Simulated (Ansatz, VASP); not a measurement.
# Cross-check of AlNi between VASP and Ansatz

Wanted: the spread between two codes on one cell, functional and k mesh. The cell is taken from a series of runs on this material, whose earlier steps may have relaxed, scaled, displaced or heated it; both programs get it as it stands.

Main program and level: Ansatz 0.2.0; plane waves, with VASP 6.6.1 beside it; zone-centre phonons at PBEsol.

## Step 1: Set-up

The structure is tetragonal, space group P4/mmm (No. 123). The conventional cell has a = 2.776 Å, b = 2.776 Å, c = 2.990 Å, α = 90.00°, β = 90.00°, γ = 90.00°. Nearest to Al lie 8 Ni at 2.47 Å. Ni has 8 Al at 2.47 Å nearest. Farther neighbours are not listed.

## Step 2: VASP: zone-centre phonons, PBEsol

Second derivatives magnify differences that forces hide, and they need a tight electronic threshold.

Lines of VASP's logs that name or quote its potential files are left out, and so is its time.

The input, INCAR:

```
SYSTEM = AlNi
PREC = Accurate
ENCUT = 600
EDIFF = 1E-08
NELM = 120
ISMEAR = 1
SIGMA = 0.2
LREAL = .FALSE.
ALGO = Normal
GGA = PS
NBANDS = 12
LASPH = .TRUE.
LORBIT = 11
LWAVE = .FALSE.
LCHARG = .FALSE.
ISIF = 2
IBRION = 8
GGA_COMPAT = .FALSE.
KPAR = 2
```

The input, POSCAR:

```
AlNi
1.0
    2.7758869054      0.0000000000      0.0000000000
    0.0000000000      2.7758869054      0.0000000000
    0.0000000000      0.0000000000      2.9900474876
Al Ni
1 1
Direct
    0.0000000000      0.0000000000      0.0000000000
    0.5000000000      0.5000000000      0.5000000000
```

The input, KPOINTS:

```
Automatic mesh
0
Gamma
16 16 16
0 0 0
```

The projector-augmented-wave data sets are Al and Ni (PBE family, release 64).

Command:

```sh
mpirun -np 2 vasp_std
```

Numbers of over 12 decimals in the logs are rounded to 6 here.

Log:

```text
[banner, memory and clock lines left out]
running    2 mpi-ranks, on    1 nodes
 distrk:  each k-point on    1 cores,    2 groups
 distr:  one band on    1 cores,    1 groups

 POSCAR found type information on POSCAR AlNi
 POSCAR found :  2 types and       2 ions
|                                                                             |
|               ----> ADVICE to this user running VASP <----                  |
|                                                                             |
|     You enforced a specific xc type in the INCAR file but a different       |
|     [... a line on the potential file left out ...]
|     I HOPE YOU KNOW WHAT YOU ARE DOING!                                     |
|                                                                             |

 LDA part: xc-table for (Slater+PW92), standard interpolation
 POSCAR, INCAR and KPOINTS ok, starting setup
 FFT: planning ... GRIDC
 FFT: planning ... GRID_SOFT
 FFT: planning ... GRID
 WAVECAR not read
 entering main loop
       N       E                     dE             d eps       ncg     rms          rms(c)
DAV:   1     0.442877601751E+02    0.44288E+02   -0.61221E+03  9768   0.129E+03
DAV:   2    -0.114166560841E+02   -0.55704E+02   -0.51632E+02  9948   0.209E+02
DAV:   3    -0.132269130300E+02   -0.18103E+01   -0.17884E+01 11688   0.439E+01
DAV:   4    -0.132525534539E+02   -0.25640E-01   -0.25628E-01 10856   0.470E+00
DAV:   5    -0.132532952779E+02   -0.74182E-03   -0.74180E-03 11780   0.886E-01    0.131E+01
DAV:   6    -0.152974732940E+02   -0.20442E+01   -0.55221E+01 10820   0.120E+02    0.163E+01
DAV:   7    -0.115944522271E+02    0.37030E+01   -0.15890E+01 10932   0.705E+01    0.116E+00
DAV:   8    -0.115774546745E+02    0.16998E-01   -0.38133E-01 11836   0.740E+00    0.103E+00
DAV:   9    -0.115622859496E+02    0.15169E-01   -0.48548E-02 11772   0.320E+00    0.220E-01
DAV:  10    -0.115617661497E+02    0.51980E-03   -0.19382E-03 12192   0.662E-01    0.845E-02
DAV:  11    -0.115617672962E+02   -0.11465E-05   -0.59073E-05 11556   0.722E-02    0.243E-02
DAV:  12    -0.115617657277E+02    0.15684E-05   -0.79918E-06 12608   0.459E-02    0.466E-03
DAV:  13    -0.115617653137E+02    0.41397E-06   -0.31070E-07 13576   0.552E-03    0.127E-03
DAV:  14    -0.115617653147E+02   -0.96679E-09   -0.29388E-08  6972   0.229E-03
   1 F= -.11561765E+02 E0= -.11561336E+02  d E =-.128727E-02
 Linear response reoptimize wavefunctions to high precision
DAV:   1    -0.115617653342E+02   -0.19453E-07   -0.67793E-09 11140   0.135E-03
DAV:   2    -0.115617653342E+02   -0.36380E-11   -0.72692E-11  5600   0.802E-05
 Linear response DOF=           4
 Linear response progress:
  Degree of freedom:   1/  4
       N       E                     dE             d eps       ncg     rms          rms(c)
RMM:   1    -0.542462414559E-02   -0.54246E-02    0.41768E-04 38913   0.599E-01
RMM:   2    -0.513319168363E-02    0.29143E-03   -0.16382E-04 26785   0.214E-01    0.552E-02
RMM:   3    -0.513128680447E-02    0.19049E-05   -0.80947E-05 28655   0.728E-02    0.284E-02
RMM:   4    -0.520190787491E-02   -0.70621E-04   -0.33585E-05 28521   0.449E-02    0.566E-03
RMM:   5    -0.520848361893E-02   -0.65757E-05   -0.16022E-06 29185   0.104E-02    0.193E-03
RMM:   6    -0.520955337488E-02   -0.10698E-05    0.54308E-08 29342   0.233E-03    0.586E-04
RMM:   7    -0.520948511353E-02    0.68261E-07    0.10129E-08 27367   0.960E-04    0.475E-04
RMM:   8    -0.520934371174E-02    0.14140E-06    0.17090E-09 30482   0.321E-04    0.237E-04
RMM:   9    -0.520957708741E-02   -0.23338E-06    0.94496E-10 30454   0.105E-04    0.118E-05
RMM:  10    -0.520955402339E-02    0.23064E-07    0.33938E-10 30795   0.384E-05    0.972E-06
RMM:  11    -0.520956505414E-02   -0.11031E-07   -0.45965E-11 30725   0.169E-05    0.319E-06
RMM:  12    -0.520956297192E-02    0.20822E-08   -0.34157E-11 30004   0.864E-06    0.288E-07
 first order change of Fermi-energy   0.32726E-04
 force on displaced ion       1 direction 1 :  -6.457   0.000   0.000
 Linear response progress:
  Degree of freedom:   2/  4
       N       E                     dE             d eps       ncg     rms          rms(c)
RMM:   1    -0.678157514933E-02   -0.67816E-02    0.77537E-03 21380   0.738E-01
RMM:   2    -0.643001220740E-02    0.35156E-03    0.41752E-05 14604   0.283E-01    0.677E-02
RMM:   3    -0.642611107501E-02    0.39011E-05   -0.17510E-04 15857   0.105E-01    0.320E-02
RMM:   4    -0.650853977601E-02   -0.82429E-04   -0.54392E-05 15814   0.567E-02    0.691E-03
RMM:   5    -0.651698005194E-02   -0.84403E-05   -0.33122E-06 15980   0.135E-02    0.202E-03
RMM:   6    -0.651702973303E-02   -0.49681E-07   -0.15714E-07 16317   0.292E-03    0.802E-04
RMM:   7    -0.651696913256E-02    0.60600E-07   -0.16943E-08 15469   0.110E-03    0.718E-04
RMM:   8    -0.651686463803E-02    0.10449E-06   -0.74273E-10 16820   0.378E-04    0.289E-04
RMM:   9    -0.651706330368E-02   -0.19867E-06   -0.88783E-11 16887   0.109E-04    0.204E-05
RMM:  10    -0.651701784902E-02    0.45455E-07   -0.21936E-10 16954   0.387E-05    0.121E-05
RMM:  11    -0.651703413805E-02   -0.16289E-07   -0.12359E-10 17019   0.169E-05    0.210E-06
RMM:  12    -0.651703172307E-02    0.24150E-08   -0.14598E-10 16484   0.850E-06    0.681E-07
 first order change of Fermi-energy   0.15972E-04
 force on displaced ion       1 direction 3 :   0.000   0.000  -6.866
 Linear response progress:
  Degree of freedom:   3/  4
       N       E                     dE             d eps       ncg     rms          rms(c)
RMM:   1    -0.185162717806E+00   -0.18516E+00   -0.96833E-02 25766   0.267E+00
RMM:   2    -0.183979757841E+00    0.11830E-02   -0.17343E-03 26017   0.494E-01    0.133E-01
RMM:   3    -0.183927692208E+00    0.52066E-04   -0.12518E-04 27796   0.978E-02    0.789E-02
RMM:   4    -0.184305764181E+00   -0.37807E-03   -0.20926E-04 29707   0.115E-01    0.615E-03
RMM:   5    -0.184290515829E+00    0.15248E-04   -0.38565E-06 30433   0.209E-02    0.410E-03
RMM:   6    -0.184281591065E+00    0.89248E-05   -0.20309E-07 27604   0.575E-03    0.290E-03
RMM:   7    -0.184271292332E+00    0.10299E-04   -0.78360E-08 26195   0.394E-03    0.622E-04
RMM:   8    -0.184264360943E+00    0.69314E-05   -0.21001E-08 31237   0.128E-03    0.168E-04
RMM:   9    -0.184263890361E+00    0.47058E-06   -0.42079E-09 31202   0.472E-04    0.424E-05
RMM:  10    -0.184264105932E+00   -0.21557E-06   -0.16213E-09 32072   0.159E-04    0.247E-05
RMM:  11    -0.184263707846E+00    0.39809E-06   -0.13621E-09 32079   0.620E-05    0.749E-06
RMM:  12    -0.184263820506E+00   -0.11266E-06   -0.12835E-09 32380   0.366E-05    0.117E-06
RMM:  13    -0.184263821951E+00   -0.14444E-08   -0.11715E-09 31180   0.268E-05    0.506E-07
 first order change of Fermi-energy   0.10285E-02
 force on displaced ion       2 direction 1 :  -6.456   0.000   0.000
 Linear response progress:
  Degree of freedom:   4/  4
       N       E                     dE             d eps       ncg     rms          rms(c)
RMM:   1    -0.188761085608E+00   -0.18876E+00   -0.10309E-01 14348   0.267E+00
RMM:   2    -0.186750764138E+00    0.20103E-02   -0.17325E-03 14315   0.526E-01    0.140E-01
RMM:   3    -0.186806029578E+00   -0.55265E-04   -0.14720E-04 15335   0.102E-01    0.824E-02
RMM:   4    -0.187314491467E+00   -0.50846E-03   -0.17878E-04 16502   0.103E-01    0.623E-03
RMM:   5    -0.187295603569E+00    0.18888E-04   -0.42623E-06 16666   0.229E-02    0.536E-03
RMM:   6    -0.187290258401E+00    0.53452E-05   -0.59891E-07 14780   0.104E-02    0.246E-03
RMM:   7    -0.187277113428E+00    0.13145E-04   -0.27423E-07 17140   0.403E-03    0.601E-04
RMM:   8    -0.187272175511E+00    0.49379E-05   -0.97192E-09 16959   0.106E-03    0.151E-04
RMM:   9    -0.187271396099E+00    0.77941E-06   -0.22803E-09 17412   0.294E-04    0.432E-05
RMM:  10    -0.187270858292E+00    0.53781E-06   -0.35279E-10 17601   0.928E-05    0.235E-05
RMM:  11    -0.187270884873E+00   -0.26581E-07   -0.65857E-10 16149   0.655E-05    0.225E-06
RMM:  12    -0.187270892904E+00   -0.80309E-08   -0.54603E-10 18086   0.333E-05    0.123E-06
 first order change of Fermi-energy   0.23765E-02
 force on displaced ion       2 direction 3 :   0.000  -0.000  -6.868
 Linear response finished
```

OUTCAR, selected parts (step 2):

```text
ion  position               nearest neighbor table
   1  0.000  0.000  0.000-   2 2.47   2 2.47   2 2.47   2 2.47   2 2.47   2 2.47   2 2.47   2 2.47

  LATTYP: Found a simple tetragonal cell.
 ALAT       =     2.7758869054
 C/A-ratio  =     1.0771503269

 Subroutine GETGRP returns: Found 16 space group operations
 (whereof 16 operations were pure point group operations)

The static configuration has the point symmetry D_4h.

 Found    405 irreducible k-points:

   k-points           NKPTS =    405   k-points in BZ     NKDIM =    405   number of bands    NBANDS=     12

   dimension x,y,z NGX =    24 NGY =   24 NGZ =   24
   dimension x,y,z NGXF=    48 NGYF=   48 NGZF=   48

   ENCUT  =  600.0 eV  44.10 Ry    6.64 a.u.   5.54  5.54  5.97*2*pi/ulx,y,z

   NELECT =      13.0000    total number of electrons

 k-points in reciprocal lattice and weights: Automatic mesh
   0.00000000  0.00000000  0.00000000       0.000
   0.06250000  0.00000000  0.00000000       0.001
   0.12500000  0.00000000  0.00000000       0.001
   0.18750000  0.00000000  0.00000000       0.001
   0.25000000  0.00000000  0.00000000       0.001
   0.31250000  0.00000000  0.00000000       0.001
   0.37500000  0.00000000  0.00000000       0.001
   0.43750000  0.00000000  0.00000000       0.001
   0.50000000  0.00000000  0.00000000       0.000
[...]
0.50000000  0.43750000  0.50000000       0.001
   0.50000000  0.50000000  0.50000000       0.000

 average (electrostatic) potential at core
       1 -69.2554       2 -80.9181

  Total        0.7536627      0.7536627      0.0068759      0.0000000      0.0000000      0.0000000
  in kB       52.4090134     52.4090134      0.4781464      0.0000000      0.0000000      0.0000000
  external PRESSURE =      35.0987244 kB  Pullay stress =       0.0000000 kB

  energy-cutoff  :      600.00
  volume of cell :       23.04
      direct lattice vectors                 reciprocal lattice vectors
     2.775886905  0.000000000  0.000000000     0.360245224  0.000000000  0.000000000
     0.000000000  2.775886905  0.000000000     0.000000000  0.360245224  0.000000000
     0.000000000  0.000000000  2.990047488     0.000000000  0.000000000  0.334442849

 POSITION                                       TOTAL-FORCE (eV/Angst)
 -----------------------------------------------------------------------------------
      0.00000      0.00000      0.00000         0.000000      0.000000      0.000000
      1.38794      1.38794      1.49502         0.000000      0.000000      0.000000
 -----------------------------------------------------------------------------------
    total drift:                                0.000000      0.000000     -0.000000

 Eigenvectors and eigenvalues of the dynamical matrix
 ----------------------------------------------------

   1 f  =    9.528685 THz    59.870492 2PiTHz  317.842709 cm-1    39.407456 meV
             X         Y         Z           dx          dy          dz
      0.000000  0.000000  0.000000     0.000000    0.000000    0.827650
      1.387943  1.387943  1.495024     0.000000    0.000000   -0.561245

   2 f  =    9.239704 THz    58.054771 2PiTHz  308.203344 cm-1    38.212327 meV
             X         Y         Z           dx          dy          dz
      0.000000  0.000000  0.000000     0.000000   -0.827714    0.000000
      1.387943  1.387943  1.495024     0.000000    0.561151    0.000000

   3 f  =    9.239704 THz    58.054771 2PiTHz  308.203344 cm-1    38.212327 meV
             X         Y         Z           dx          dy          dz
      0.000000  0.000000  0.000000    -0.827714   -0.000000    0.000000
      1.387943  1.387943  1.495024     0.561151   -0.000000    0.000000

   4 f/i=    0.000471 THz     0.002957 2PiTHz    0.015698 cm-1     0.001946 meV
             X         Y         Z           dx          dy          dz
      0.000000  0.000000  0.000000     0.375948    0.416597    0.000000
      1.387943  1.387943  1.495024     0.554534    0.614493    0.000000

   5 f/i=    0.000471 THz     0.002957 2PiTHz    0.015698 cm-1     0.001946 meV
             X         Y         Z           dx          dy          dz
      0.000000  0.000000  0.000000    -0.416597    0.375948    0.000000
      1.387943  1.387943  1.495024    -0.614493    0.554534    0.000000

   6 f/i=    0.000604 THz     0.003793 2PiTHz    0.020138 cm-1     0.002497 meV
             X         Y         Z           dx          dy          dz
      0.000000  0.000000  0.000000     0.000000    0.000000   -0.561245
      1.387943  1.387943  1.495024     0.000000    0.000000   -0.827650

 ELASTIC MODULI CONTR FROM IONIC RELAXATION (kBar)
 Direction    XX          YY          ZZ          XY          YZ          ZX
 --------------------------------------------------------------------------------
 XX           0.0000      0.0000      0.0000      0.0000      0.0000      0.0000
 YY           0.0000      0.0000      0.0000      0.0000      0.0000      0.0000
 ZZ           0.0000      0.0000      0.0000      0.0000      0.0000      0.0000
 XY           0.0000      0.0000      0.0000      0.0000      0.0000      0.0000
 YZ           0.0000      0.0000      0.0000      0.0000      0.0000      0.0000
 ZX           0.0000      0.0000      0.0000      0.0000      0.0000      0.0000
 --------------------------------------------------------------------------------
```

This run has no spin polarisation, so a moment on Ni, if there is one, isn't seen. Its electron count is odd, so without a moment it is a metal by construction.

(Part 1 of 2 ends here.)

[Lines on the potential files, build, host, timing and source positions are cut from VASP's logs without a mark.]

[Logs are printed without paths, hosts, clocks, repeated set-up lines and the standing remarks that a program may print on its own settings, such as how far it seeks lower states.]

[Hosts, paths, dates, database ids (printed as entryN), source tags and the programs' standing remarks are cut or masked in the printed files.]
